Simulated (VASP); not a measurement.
Calculation: PBEsol GGA, VASP's PBE PAW potentials (set 64) (plane waves; VASP).

Input for VASP

**INCAR**
```
! general
SYSTEM  = Sc
PREC    = Accurate
ENCUT   = 400
LREAL   = .FALSE.
LASPH   = .TRUE.

! electronic loop
EDIFF   = 1E-6
NELM    = 100
ALGO    = Normal
LMAXMIX = 4

! smearing
ISMEAR  = 1
SIGMA   = 0.1

! functional
GGA     = PS

! ions
IBRION  = 2
NSW     = 60
ISIF    = 3
EDIFFG  = -0.01

! output
LWAVE   = .FALSE.
LCHARG  = .FALSE.
```

KPOINTS:
```
kpoints
0
G
 11 11 11
0 0 0
```

File POSCAR:
```
Sc
1
    3.0378310000     0.0000000000     0.0000000000
    0.0000000000     3.0378310000     0.0000000000
    0.0000000000     0.0000000000     3.0378310000
Sc
1
Direct
  0.0000000000   0.0000000000   0.0000000000
```

POTCAR, in this order: Sc_sv (PBE.64 set). Program: vasp_std.

The run wrote:

OSZICAR:
```
       N       E                     dE             d eps       ncg     rms          rms(c)
DAV:   1     0.637709356294E+02    0.63771E+02   -0.47360E+03  1024   0.966E+02
DAV:   2    -0.501833073014E+01   -0.68789E+02   -0.68084E+02  1029   0.324E+02
DAV:   3    -0.654526348802E+01   -0.15269E+01   -0.14870E+01  1476   0.542E+01
DAV:   4    -0.658331664584E+01   -0.38053E-01   -0.37065E-01  1584   0.593E+00
DAV:   5    -0.658352274567E+01   -0.20610E-03   -0.20511E-03  1560   0.299E-01    0.503E+00
DAV:   6    -0.585314002682E+01    0.73038E+00   -0.20339E+00  1525   0.194E+01    0.120E+00
DAV:   7    -0.579478517702E+01    0.58355E-01   -0.22404E-01  1623   0.540E+00    0.526E-01
DAV:   8    -0.578988297661E+01    0.49022E-02   -0.16991E-02  1384   0.229E+00    0.157E-01
DAV:   9    -0.578950182957E+01    0.38115E-03   -0.39596E-03  1605   0.830E-01    0.456E-02
DAV:  10    -0.578946983180E+01    0.31998E-04   -0.29594E-04  1640   0.207E-01    0.418E-03
DAV:  11    -0.578946952112E+01    0.31068E-06   -0.31794E-06  1539   0.233E-02
   1 F= -.57894695E+01 E0= -.57886928E+01  d E =-.578947E+01
       N       E                     dE             d eps       ncg     rms          rms(c)
DAV:   1    -0.725954068595E+01   -0.14701E+01   -0.38634E+01  1184   0.106E+02    0.808E+00
DAV:   2    -0.592823090486E+01    0.13313E+01   -0.37661E+00  1500   0.305E+01    0.227E+00
DAV:   3    -0.584156311780E+01    0.86668E-01   -0.40880E-01  1529   0.969E+00    0.101E+00
DAV:   4    -0.583878629636E+01    0.27768E-02   -0.30562E-02  1252   0.200E+00    0.199E-01
DAV:   5    -0.583797079815E+01    0.81550E-03   -0.45204E-03  1534   0.105E+00    0.235E-02
DAV:   6    -0.583797995827E+01   -0.91601E-05   -0.19563E-05  1198   0.669E-02    0.605E-03
DAV:   7    -0.583797977924E+01    0.17903E-06   -0.11120E-06  1170   0.143E-02
   2 F= -.58379798E+01 E0= -.58377572E+01  d E =-.485103E-01
       N       E                     dE             d eps       ncg     rms          rms(c)
DAV:   1    -0.587551037066E+01   -0.37530E-01   -0.10223E+00  1210   0.176E+01    0.132E+00
DAV:   2    -0.584092967724E+01    0.34581E-01   -0.11479E-01  1479   0.515E+00    0.332E-01
DAV:   3    -0.583921902385E+01    0.17107E-02   -0.71669E-03  1560   0.129E+00    0.154E-01
DAV:   4    -0.583914022271E+01    0.78801E-04   -0.40724E-04  1082   0.198E-01    0.865E-03
DAV:   5    -0.583914310931E+01   -0.28866E-05   -0.80892E-06  1382   0.406E-02    0.322E-03
DAV:   6    -0.583914267104E+01    0.43827E-06   -0.23490E-07   622   0.666E-03
   3 F= -.58391427E+01 E0= -.58389333E+01  d E =-.496731E-01
```

### OUTCAR
```
------------------------ aborting loop because EDIFF is reached ----------------------------------------
  FORCE on cell =-STRESS in cart. coord.  units (eV):
  Direction    XX          YY          ZZ          XY          YZ          ZX
  --------------------------------------------------------------------------------------
  Total       -0.0087924     -0.0087924     -0.0087924      0.0000000      0.0000000      0.0000000
  in kB       -0.5708462     -0.5708462     -0.5708462      0.0000000      0.0000000      0.0000000
  external PRESSURE =      -0.5708462 kB  Pullay stress =       0.0000000 kB
  volume of cell :       24.68
      direct lattice vectors                 reciprocal lattice vectors
     2.911385166  0.000000000  0.000000000     0.343479115 -0.000000000  0.000000000
     0.000000000  2.911385166  0.000000000    -0.000000000  0.343479115 -0.000000000
    -0.000000000  0.000000000  2.911385166    -0.000000000 -0.000000000  0.343479115
 POSITION                                       TOTAL-FORCE (eV/Angst)
 -----------------------------------------------------------------------------------
      0.00000      0.00000      0.00000         0.000000     -0.000000      0.000000
 -----------------------------------------------------------------------------------
    total drift:                               -0.000000      0.000000     -0.000000
  FREE ENERGIE OF THE ION-ELECTRON SYSTEM (eV)
  ---------------------------------------------------
  free  energy   TOTEN  =        -5.8391426710 eV

  energy  without entropy=       -5.8385145726  energy(sigma->0) =       -5.83893330

 reached required accuracy - stopping structural energy minimisation
```
(Selected blocks of OUTCAR.)

### CONTCAR
```
Sc
   1.00000000000000
     2.9113851660746763    0.0000000000000000    0.0000000000000000
     0.0000000000000000    2.9113851660746763    0.0000000000000000
    -0.0000000000000000    0.0000000000000000    2.9113851660746763
  Sc
     1
Direct
     0.0000000000000000    0.0000000000000000    0.0000000000000000
```

**OUTCAR**
```
 val. band max:        3.6855841178   @ k =   0.1818   0.1818   0.0909

 cond. band min:       3.6904775230   @ k =   0.3636   0.0909   0.0000


 Fermi energy:         3.6856942880

 k-point     1 :       0.0000    0.0000    0.0000
  band No.  band energies     occupation
      1     -45.6833      2.00000
      2     -24.0958      2.00000
      3     -24.0958      2.00000
      4     -24.0958      2.00000
      5      -1.4357      2.00000
      6       3.1244      2.00000
      7       3.1244      2.00000
      8       7.6966      0.00000
      9       7.6966      0.00000

 k-point     2 :       0.0909    0.0000    0.0000
  band No.  band energies     occupation
      1     -45.6771      2.00000
      2     -24.1472      2.00000
      3     -24.0914      2.00000
      4     -24.0914      2.00000
      5      -1.2595      2.00000
      6       3.1710      2.00000
      7       3.2368      2.00000
      8       7.5316      0.00000
      9       7.5316      0.00000

 k-point     3 :       0.1818    0.0000    0.0000
  band No.  band energies     occupation
      1     -45.6602      2.00000
      2     -24.2834      2.00000
      3     -24.0797      2.00000
      4     -24.0797      2.00000
      5      -0.7561      2.00000
      6       3.2994      2.00000
      7       3.5211      2.04195
      8       7.1256      0.00000
      9       7.1256      0.00000

 k-point     4 :       0.2727    0.0000    0.0000
  band No.  band energies     occupation
      1     -45.6381      2.00000
      2     -24.4579      2.00000
      3     -24.0643      2.00000
      4     -24.0643      2.00000
      5       0.0080      2.00000
      6       3.4758      2.01146
      7       3.7987     -0.06779
      8       6.6552      0.00000
      9       6.6552      0.00000

 k-point     5 :       0.3636    0.0000    0.0000
  band No.  band energies     occupation
      1     -45.6176      2.00000
      2     -24.6146      2.00000
      3     -24.0501      2.00000
...
```

Energy and stress use the plane-wave basis of the starting cell.

The structure was generated: Sc was put into the simple-cubic type (Pm-3m), which need not be its known phase. This run relaxes it. Symmetry was kept, so distortions that lower it aren't found.
